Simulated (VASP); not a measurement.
Given:

```
CELL_PARAMETERS angstrom
      0.00000     2.93478     2.93478
      2.93478     0.00000     2.93478
     11.90660    11.90660    -0.16747
ATOMIC_POSITIONS crystal
  Hg 0.02889 0.02889 0.97833
  Hg 0.00478 0.00478 0.24641
  Hg 0.98230 0.98230 0.51328
  Se 0.25559 0.25559 0.05831
  Se 0.23275 0.23275 0.32544
  Se 0.21216 0.21216 0.59088
  Se 0.28158 0.28158 0.78881
  Be 0.00194 0.00194 0.74854
```

These are PBEsol GGA, VASP's PBE PAW potentials (set 64) (plane waves; VASP) values and carry that method's errors. Settings: 400 eV cut-off, Gaussian smearing of 0.050 eV, potentials Hg Se Be.

Unless said otherwise, spin-orbit coupling is left out, though it shifts the bands of the heavy elements here.

Q: Estimate the band gap (along the path) with the smallest direct gap where there is one.

A: 
| Quantity | Result |
|---|---|
| band gap (along the path) | none (metal, semimetal or under 0.01 eV) |

The structure was generated: BeHg3Se4 was put into an ordered model structure (R3m), which need not be its known phase. It was relaxed first.
